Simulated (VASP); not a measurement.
# Hg4Se3S (Amm2) in VASP: further runs

Runs on Hg4Se3S. Level: PBEsol. Tasks: relaxation of cell and atoms.

Everything below comes from runs of VASP 6.6.1. Logs are shortened: lines on timing, memory, paths and dates and some standing lists are left out, and cuts for length are marked.

**1. The structure**

Symmetry: Amm2, No. 38, orthorhombic system. The conventional cell has a = 4.258 Å, b = 8.516 Å, c = 12.043 Å, α = 90.00°, β = 90.00°, γ = 90.00°. Hg (site symmetry mm2) is surrounded by 2 S at 2.61 Å and 2 Se at 2.61 Å. Hg (site symmetry m) is surrounded by 1 S at 2.61 Å and 3 Se at 2.61 Å. Hg (site symmetry mm2) is surrounded by 4 Se at 2.61 Å. S (site symmetry mm2) is surrounded by 4 Hg at 2.61 Å. Se (site symmetry m) has 4 Hg at 2.61 Å as nearest neighbours. Se (site symmetry mm2) is surrounded by 4 Hg at 2.61 Å.

The cell was built by a generator and needn't be a form met in nature.

**2. Relaxation of cell and atoms, PBEsol**

Input file INCAR:

```
PREC = Accurate
ENCUT = 600
EDIFF = 1E-6
ISMEAR = 0
SIGMA = 0.03
LREAL = F
LASPH = T
NELM = 80
ALGO = Normal
ISIF = 3
LWAVE = F
LCHARG = F
GGA = PS
IBRION = 2
NSW = 90
EDIFFG = -0.01
LUSENCCL = F
```

Input file KPOINTS:

```
regular mesh
0
Gamma
  6 6 6
```

Input file POSCAR:

```
Hg4Se3S
1.0
    0.0000000000      6.0214250000      6.0214250000
    6.0214250000      0.0000000000      6.0214250000
    6.0214250000      6.0214250000      0.0000000000
Hg S Se
8 2 6
Direct
    0.0000000000      0.0000000000      0.0000000000
    0.0000000000      0.0000000000      0.5000000000
    0.0000000000      0.5000000000      0.0000000000
    0.0000000000      0.5000000000      0.5000000000
    0.5000000000      0.0000000000      0.0000000000
    0.5000000000      0.0000000000      0.5000000000
    0.5000000000      0.5000000000      0.0000000000
    0.5000000000      0.5000000000      0.5000000000
    0.1250000000      0.1250000000      0.1250000000
    0.1250000000      0.1250000000      0.6250000000
    0.1250000000      0.6250000000      0.1250000000
    0.1250000000      0.6250000000      0.6250000000
    0.6250000000      0.1250000000      0.1250000000
    0.6250000000      0.1250000000      0.6250000000
    0.6250000000      0.6250000000      0.1250000000
    0.6250000000      0.6250000000      0.6250000000
```

Potentials or basis: VASP PAW PBE potentials, release 64 (Hg, S, Se).

On the command line:

```sh
cat potpaw_PBE.64/Hg/POTCAR potpaw_PBE.64/S/POTCAR potpaw_PBE.64/Se/POTCAR > POTCAR
mpirun -np 1 vasp_std > vasp.out
```

OUTCAR:

```text
PREC = Accurate
   ENCUT = 600
   EDIFF = 1E-6
   ISMEAR = 0
   LREAL = F
   LASPH = T
   NELM = 80
   ISIF = 3
   GGA = PS
   IBRION = 2
   NSW = 90
   EDIFFG = -0.01

 ion  position               nearest neighbor table
   1  0.000  0.000  0.000-   9 2.61  10 2.61  11 2.61  13 2.61
   2  0.000  0.000  0.500-   9 2.61  10 2.61  12 2.61  14 2.61
   3  0.000  0.500  0.000-   9 2.61  11 2.61  12 2.61  15 2.61
   4  0.000  0.500  0.500-  10 2.61  11 2.61  12 2.61  16 2.61
   5  0.500  0.000  0.000-   9 2.61  13 2.61  14 2.61  15 2.61
   6  0.500  0.000  0.500-  10 2.61  13 2.61  14 2.61  16 2.61
[... 8 lines left out ...]
  15  0.625  0.625  0.125-   3 2.61   5 2.61   7 2.61   8 2.61
  16  0.625  0.625  0.625-   4 2.61   6 2.61   7 2.61   8 2.61

  LATTYP: Found a face centered cubic cell.
 ALAT       =    12.0428500000

  Lattice vectors:

 A1 = (   0.0000000000,   6.0214250000,   6.0214250000)
 A2 = (   6.0214250000,   0.0000000000,   6.0214250000)
 A3 = (   6.0214250000,   6.0214250000,   0.0000000000)

Analysis of symmetry for initial positions (statically):
=====================================================================
 Subroutine PRICEL returns following result:

  LATTYP: Found a base centered orthorhombic cell.
 ALAT       =     8.5155808998
 B/A-ratio  =     1.4142135624
 C/A-ratio  =     0.5000000000

  Lattice vectors:

 A1 = (  -3.0107125000,   3.0107125000,  -6.0214250000)
 A2 = (  -3.0107125000,   3.0107125000,   6.0214250000)
 A3 = (   3.0107125000,   3.0107125000,   0.0000000000)

   2 primitive cells build up your supercell.

 Routine SETGRP: Setting up the symmetry group for a
 face centered cubic supercell.

 Subroutine GETGRP returns: Found  4 space group operations
 (whereof  4 operations were pure point group operations)
 out of a pool of 48 trial point group operations.

The static configuration has the point symmetry C_2v.

Analysis of symmetry for dynamics (positions and initial velocities):
=====================================================================
 Subroutine PRICEL returns following result:

  LATTYP: Found a base centered orthorhombic cell.
 ALAT       =     8.5155808998
 B/A-ratio  =     1.4142135624
 C/A-ratio  =     0.5000000000

  Lattice vectors:

 A1 = (  -3.0107125000,   3.0107125000,  -6.0214250000)
 A2 = (  -3.0107125000,   3.0107125000,   6.0214250000)
 A3 = (   3.0107125000,   3.0107125000,   0.0000000000)

[... 143 lines left out ...]
  Fermi-wavevector in a.u.,A,eV,Ry     =   1.131062  2.137397 17.405948  1.279301
  Thomas-Fermi vector in A             =   2.267760
   LORBIT       =      0    0 simple, 1 ext, 2 COOP (PROOUT), +10 PAW based schemes
   GGA     = PS    functional components
   LHFCALC =     F    Hartree Fock is set to
   AEXX    =    0.0000 exact exchange contribution
   IVDW    =     0    specifies the selected vdW correction
   LEPSILON=     F    determine dielectric tensor
   LRPA    =     F    only Hartree local field effects (RPA)
 conjugate gradient relaxation of ions
 non-spin polarized calculation
 Gauss-broadening in eV      SIGMA  =   0.03
  energy-cutoff  :      600.00
  volume of cell :      436.64
 maximum number of plane-waves:     14603
 NGX is ok and might be reduce to    70
   NGX = 33   NGY = 33   NGZ = 33

--------------------------------------- Ionic step        1  -------------------------------------------

 number of electron     143.9999999 magnetization

 Free energy of the ion-electron system (eV)
  ---------------------------------------------------
  ext. energy  EPLUGINS =         0.00000000
  ---------------------------------------------------
  free energy    TOTEN  =       -39.16055024 eV

  energy without entropy =      -39.16034133  energy(sigma->0) =      -39.16044579

------------------------ aborting loop because EDIFF is reached ----------------------------------------

  FORCE on cell =-STRESS in cart. coord.  units (eV):
  Direction    XX          YY          ZZ          XY          YZ          ZX
  --------------------------------------------------------------------------------------
  -------------------------------------------------------------------------------------
  Total        5.1438863      5.1438863      5.0975341      0.0493239      0.0000000      0.0000000
  in kB       18.8744412     18.8744412     18.7043612      0.1809840      0.0000000      0.0000000
  external PRESSURE =      18.8177478 kB  Pullay stress =       0.0000000 kB
[... 131 lines left out ...]
  FREE ENERGIE OF THE ION-ELECTRON SYSTEM (eV)
  ---------------------------------------------------
  free  energy   TOTEN  =       -39.2845494402 eV

  energy  without entropy=      -39.2843409660  energy(sigma->0) =      -39.28444520

[... ionic steps 4 to 9 ...]

--------------------------------------- Ionic step       10  -------------------------------------------

 number of electron     144.0000001 magnetization

------------------------ aborting loop because EDIFF is reached ----------------------------------------
[... 95 lines left out ...]
--------------------------------------- Ionic step       12  -------------------------------------------

 number of electron     144.0000001 magnetization

 Free energy of the ion-electron system (eV)
  ---------------------------------------------------
  ext. energy  EPLUGINS =         0.00000000
  ---------------------------------------------------
  free energy    TOTEN  =       -39.34572304 eV

  energy without entropy =      -39.34555041  energy(sigma->0) =      -39.34563672

 E-fermi :   1.4633     XC(G=0):  -9.1903

 val. band max:        1.4487275375   @ k =   0.0000   0.0000   0.0000
 cond. band min:       1.4717578274   @ k =   0.0000   0.0000   0.0000
 fundamental gap:      0.0230302899
 Fermi energy:         1.4633176712

 k-point     1 :       0.0000    0.0000    0.0000
  band No.  band energies     occupation
      1     -11.8052      2.00000
      2     -11.3514      2.00000
      3     -11.3506      2.00000
      4     -11.3158      2.00000
      5     -11.3139      2.00000
      6     -11.1930      2.00000
[... 2077 lines left out ...]
     83       5.2257      0.00000
     84       6.5244      0.00000

 [... further k-points ...]

 [bands above 84 left out]

------------------------ aborting loop because EDIFF is reached ----------------------------------------

  FORCE on cell =-STRESS in cart. coord.  units (eV):
  Direction    XX          YY          ZZ          XY          YZ          ZX
  --------------------------------------------------------------------------------------
  -------------------------------------------------------------------------------------
  Total        0.0104647      0.0104647      0.0225591     -0.0411266      0.0000000      0.0000000
  in kB        0.0372838      0.0372838      0.0803739     -0.1465261      0.0000000      0.0000000
  external PRESSURE =       0.0516472 kB  Pullay stress =       0.0000000 kB
[... 31 lines left out ...]
  FREE ENERGIE OF THE ION-ELECTRON SYSTEM (eV)
  ---------------------------------------------------
  free  energy   TOTEN  =       -39.3457230369 eV

  energy  without entropy=      -39.3455504078  energy(sigma->0) =      -39.34563672

 reached required accuracy - stopping structural energy minimisation
```

CONTCAR:

```text
Hg4Se3S
    1.000000000000000
    -0.0013247778470070    6.0804737459851026    6.0815349626112205
     6.0804737459851026   -0.0013247778470070    6.0815349626112205
     6.0791489681380959    6.0791489681380959    0.0000000000000000
  Hg              S               Se
     8     2     6
Direct
     0.0066621661050715    0.0066621661050715    0.9933378338949286
     0.0066621661050715    0.0066621661050715    0.4933378338949286
     0.0042731177344978    0.4892899001158270    0.0032184910748376
     0.0042731177344978    0.4892899001158270    0.5032184910748375
     0.4892899001158270    0.0042731177344978    0.0032184910748376
     0.4892899001158270    0.0042731177344978    0.5032184910748375
[... 8 lines left out ...]
     0.6260389973076552    0.6260389973076552    0.1239610026923448
     0.6260389973076552    0.6260389973076552    0.6239610026923448

  0.00000000E+00  0.00000000E+00  0.00000000E+00
  0.00000000E+00  0.00000000E+00  0.00000000E+00
  0.00000000E+00  0.00000000E+00  0.00000000E+00
  0.00000000E+00  0.00000000E+00  0.00000000E+00
  0.00000000E+00  0.00000000E+00  0.00000000E+00
  0.00000000E+00  0.00000000E+00  0.00000000E+00
[... 8 lines left out ...]
  0.00000000E+00  0.00000000E+00  0.00000000E+00
  0.00000000E+00  0.00000000E+00  0.00000000E+00
```

Wall time 1.5 h (1 × NVIDIA H100 80GB with 1 thread of AMD EPYC 7R13 (Zen 3), shared host); peak memory 2.6 GiB.

Results:

| Item | Value |
| --- | --- |
| Free energy | -39.3457 eV |
| Relaxed volume | 28.11 Å³/atom |
| Relaxed cell | a = 8.600 Å, b = 8.600 Å, c = 8.597 Å, α = 60.01°, β = 60.01°, γ = 60.01° |
| Space group after relaxing (to 0.05 Å) | Amm2 (No. 38) |
| Energy gained by relaxing | 11.6 meV/atom |
| Ionic steps | 12 |
| Pressure after relaxing | 0.0 GPa |
| Largest force after relaxing | 0.006 eV/Å |
| Band gap on the k mesh | 0.02 eV |

Forces in eV/Å, atoms in the order of the input:
```
Hg   0.000  0.000 -0.003
Hg   0.000  0.000 -0.003
Hg  -0.003  0.003  0.005
Hg  -0.003  0.003  0.005
Hg   0.003 -0.003  0.005
Hg   0.003 -0.003  0.005
Hg   0.000  0.000 -0.005
Hg   0.000  0.000 -0.005
S    0.000  0.000  0.000
S    0.000  0.000  0.000
Se  -0.002  0.002  0.000
Se  -0.002  0.002  0.000
Se   0.002 -0.002  0.000
Se   0.002 -0.002  0.000
Se   0.000  0.000 -0.003
Se   0.000  0.000 -0.003
```

The path:
```
step  energy change (eV)  largest force (eV/Å)  pressure (GPa)  volume (Å³)
   1              0.0000                0.5312            1.88       436.64
   2             -0.1189                0.2980           -0.76       457.21
   3             -0.1240                0.3347           -0.34       453.58
   4             -0.1547                0.2254           -0.22       452.26
   5             -0.1806                0.1021            0.07       449.35
   6             -0.1808                0.0982            0.05       449.57
   7             -0.1840                0.0435           -0.03       450.08
   8             -0.1846                0.0349           -0.08       450.44
   9             -0.1850                0.0143            0.07       449.12
  10             -0.1851                0.0209            0.02       449.55
  11             -0.1851                0.0202            0.03       449.51
  12             -0.1852                0.0061            0.01       449.69
```

Final structure:
```
Hg S Se
1.0
    -0.00132    6.08047    6.08153
     6.08047   -0.00132    6.08153
     6.07915    6.07915    0.00000
Hg S Se
8 2 6
Cartesian
  6.0791 6.0791 0.0810
  3.0396 3.0396 0.0810
  2.9947 0.0449 3.0016
  6.0342 3.0845 3.0016
  0.0449 2.9947 3.0016
  3.0845 6.0342 3.0016
  3.0396 3.0396 6.0746
  6.0791 6.0791 6.0746
  1.5198 1.5198 1.5121
  4.5594 4.5594 1.5121
  4.5709 1.5083 4.5610
  7.6104 4.5479 4.5610
  1.5083 4.5709 4.5610
  4.5479 7.6104 4.5610
  4.5594 4.5594 7.6146
  7.5989 7.5989 7.6146
```

Levels at points of the mesh, in eV from the valence-band top:
| k point | band 68 | band 69 | band 70 | band 71 | band 72 | band 73 | band 74 | band 75 | band 76 | band 77 |
| --- | --- | --- | --- | --- | --- | --- | --- | --- | --- | --- |
| (0.00, 0.00, 0.00) | -0.91 | -0.83 | -0.83 | -0.01 | 0.00 | 0.02 | 1.09 | 1.10 | 1.16 | 1.19 |
| (0.50, 0.00, 0.00) | -1.46 | -0.64 | -0.58 | -0.37 | -0.37 | 0.94 | 1.17 | 2.59 | 2.60 | 2.63 |
| (0.00, 0.00, 0.50) | -1.49 | -0.49 | -0.49 | -0.48 | -0.48 | 1.04 | 1.04 | 2.61 | 2.61 | 2.72 |
| (0.50, 0.50, 0.00) | -1.10 | -1.04 | -0.90 | -0.84 | -0.83 | 2.05 | 2.22 | 2.41 | 2.48 | 2.51 |
| (0.00, 0.50, 0.50) | -1.25 | -0.91 | -0.91 | -0.87 | -0.87 | 2.13 | 2.13 | 2.46 | 2.46 | 2.52 |

Caveat: the PAW data sets were made with another functional, which shifts forces and pressure a little; spin-orbit coupling is left out, which moves the levels of the heavy elements. A k mesh can miss the band edges.

**3. Relaxation of cell and atoms, PBEsol**

This run uses another cell than the first one, of 28.11 Å³/atom, 1.030 times its volume.

Changes to INCAR since step 2:

```diff
@@ -2,3 +2,3 @@
 ENCUT = 600
-EDIFF = 1E-6
+EDIFF = 1E-7
 ISMEAR = 0
@@ -15,3 +15,3 @@
 NSW = 90
-EDIFFG = -0.01
+EDIFFG = -0.005
 LUSENCCL = F
```

KPOINTS is that of step 2.

Input file POSCAR:

```
Hg4Se3S                                 
1.0
   -0.0013247778      6.0804737460      6.0815349626
    6.0804737460     -0.0013247778      6.0815349626
    6.0791489681      6.0791489681      0.0000000000
  Hg              S               Se            
     8     2     6
Direct
     0.0066621661050715    0.0066621661050715    0.9933378338949286
     0.0066621661050715    0.0066621661050715    0.4933378338949286
     0.0042731177344978    0.4892899001158270    0.0032184910748376
     0.0042731177344978    0.4892899001158270    0.5032184910748375
     0.4892899001158270    0.0042731177344978    0.0032184910748376
     0.4892899001158270    0.0042731177344978    0.5032184910748375
     0.4994335750835409    0.4994335750835409    0.0005664249164590
     0.4994335750835409    0.4994335750835409    0.5005664249164586
     0.1243192708193563    0.1243192708193563    0.1256807291806437
     0.1243192708193563    0.1243192708193563    0.6256807291806435
     0.1232085320872294    0.6267744407468216    0.1250085135829744
     0.1232085320872294    0.6267744407468216    0.6250085135829743
     0.6267744407468216    0.1232085320872294    0.1250085135829744
     0.6267744407468216    0.1232085320872294    0.6250085135829743
     0.6260389973076552    0.6260389973076552    0.1239610026923448
     0.6260389973076552    0.6260389973076552    0.6239610026923448
```

Potentials or basis: VASP PAW PBE potentials, release 64 (Hg, S, Se).

On the command line:

```sh
cat potpaw_PBE.64/Hg/POTCAR potpaw_PBE.64/S/POTCAR potpaw_PBE.64/Se/POTCAR > POTCAR
mpirun -np 1 vasp_std > vasp.out
```

Wall time 22 min (1 × NVIDIA H100 80GB with 1 thread of AMD EPYC 7R13 (Zen 3), shared host); peak memory 2.6 GiB.

Results (log left out):

| Item | Value |
| --- | --- |
| Free energy | -39.3471 eV |
| Relaxed volume | 28.11 Å³/atom |
| Relaxed cell | a = 8.601 Å, b = 8.601 Å, c = 8.597 Å, α = 60.01°, β = 60.01°, γ = 60.02° |
| Space group after relaxing (to 0.05 Å) | Amm2 (No. 38) |
| Energy gained by relaxing | 0.0 meV/atom |
| Ionic steps | 2 |
| Pressure after relaxing | 0.0 GPa |
| Largest force after relaxing | 0.004 eV/Å |
| Band gap on the k mesh | 0.02 eV |

Forces on the atoms (eV/Å):
```
Hg   0.000  0.000 -0.003
Hg   0.000  0.000 -0.003
Hg  -0.002  0.002  0.002
Hg  -0.002  0.002  0.002
Hg   0.002 -0.002  0.002
Hg   0.002 -0.002  0.002
Hg   0.000  0.000 -0.004
Hg   0.000  0.000 -0.004
S    0.000  0.000  0.001
S    0.000  0.000  0.001
Se  -0.001  0.001  0.001
Se  -0.001  0.001  0.001
Se   0.001 -0.001  0.001
Se   0.001 -0.001  0.001
Se   0.000  0.000  0.000
Se   0.000  0.000  0.000
```

Final structure:
```cif
data_structure
_symmetry_space_group_name_H-M 'P 1'
_symmetry_Int_Tables_number 1
_cell_length_a 8.6007
_cell_length_b 8.6007
_cell_length_c 8.5968
_cell_angle_alpha 60.015
_cell_angle_beta 60.015
_cell_angle_gamma 60.015
_cell_volume 449.82
loop_
_atom_site_label
_atom_site_type_symbol
_atom_site_fract_x
_atom_site_fract_y
_atom_site_fract_z
_atom_site_occupancy
Hg1 Hg 0.00665 0.00665 0.99335 1
Hg2 Hg 0.00665 0.00665 0.49335 1
Hg3 Hg 0.00431 0.48929 0.00320 1
Hg4 Hg 0.00431 0.48929 0.50320 1
Hg5 Hg 0.48929 0.00431 0.00320 1
Hg6 Hg 0.48929 0.00431 0.50320 1
Hg7 Hg 0.49941 0.49941 0.00059 1
Hg8 Hg 0.49941 0.49941 0.50059 1
S1 S 0.12432 0.12432 0.12568 1
S2 S 0.12432 0.12432 0.62568 1
Se1 Se 0.12323 0.62676 0.12501 1
Se2 Se 0.12323 0.62676 0.62501 1
Se3 Se 0.62676 0.12323 0.12501 1
Se4 Se 0.62676 0.12323 0.62501 1
Se5 Se 0.62603 0.62603 0.12397 1
Se6 Se 0.62603 0.62603 0.62397 1
```

Levels at points of the mesh, in eV from the valence-band top:
| k point | band 68 | band 69 | band 70 | band 71 | band 72 | band 73 | band 74 | band 75 | band 76 | band 77 |
| --- | --- | --- | --- | --- | --- | --- | --- | --- | --- | --- |
| (0.00, 0.00, 0.00) | -0.91 | -0.83 | -0.82 | -0.01 | 0.00 | 0.02 | 1.09 | 1.10 | 1.16 | 1.19 |
| (0.50, 0.00, 0.00) | -1.46 | -0.63 | -0.58 | -0.37 | -0.37 | 0.94 | 1.17 | 2.59 | 2.60 | 2.63 |
| (0.50, 0.50, 0.00) | -1.10 | -1.04 | -0.90 | -0.84 | -0.83 | 2.05 | 2.22 | 2.41 | 2.48 | 2.51 |
| (0.00, 0.00, 0.50) | -1.49 | -0.49 | -0.49 | -0.48 | -0.48 | 1.04 | 1.04 | 2.61 | 2.61 | 2.72 |
| (0.50, 0.00, 0.50) | -1.25 | -0.91 | -0.91 | -0.87 | -0.87 | 2.13 | 2.13 | 2.46 | 2.46 | 2.52 |

Caveat: the PAW data sets were made with another functional, which shifts forces and pressure a little; spin-orbit coupling is left out, which moves the levels of the heavy elements.
